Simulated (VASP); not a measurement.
Runs of VASP 6.6.1 on YbN. Symmetry: Pm-3m, No. 221, cubic system. Conventional cell: a = 2.910 Å, b = 2.910 Å, c = 2.910 Å, α = 90.00°, β = 90.00°, γ = 90.00°. Around Yb (site symmetry m-3m) lie 8 N at 2.52 Å. N (site symmetry m-3m) is surrounded by 8 Yb at 2.52 Å. The cell comes from a database or a generator and needn't be the stable form of this composition.

```csv
spin,U,further INCAR settings,gap on the mesh (eV),pressure (GPa),moment (μB)
"collinear, ferromagnetic start",Yb f U = 2 eV,ALGO = Normal; EDIFF = 1e-07,none,-3.9,(b)
off,Yb f U = 5 eV,ALGO = Normal; EDIFF = 1e-06,none,(a),-
"collinear, random start",Yb f U = 5 eV,ALGO = Normal; EDIFF = 1e-06,none,-6.8,0.89
"non-collinear, random start",Yb f U = 5 eV,ALGO = Normal; EDIFF = 1e-07,none,-6.1,0.89
```

Alike in all rows: task single point; level LDA+U; potentials or basis VASP PAW PBE potentials, release 64 (Yb, N); cell as given; k mesh 6 × 6 × 6; cutoff (eV) 520; smearing gaussian 0.05 eV.

Question: Fill in the values left out.

Answer: (a) -4.7; (b) 0.60.

Caveats: the PAW data sets were made with another functional, which shifts forces and pressure a little; spin-orbit coupling is left out, which moves the levels of the heavy elements (some runs); U without spin polarisation on a metal has little footing (some runs).

A k mesh can miss the band edges, and the runs leave out spin-orbit coupling on Yb.

A gap of «none» marks a metal or a gap under the smearing width.

Not every run made on this cell is shown here.
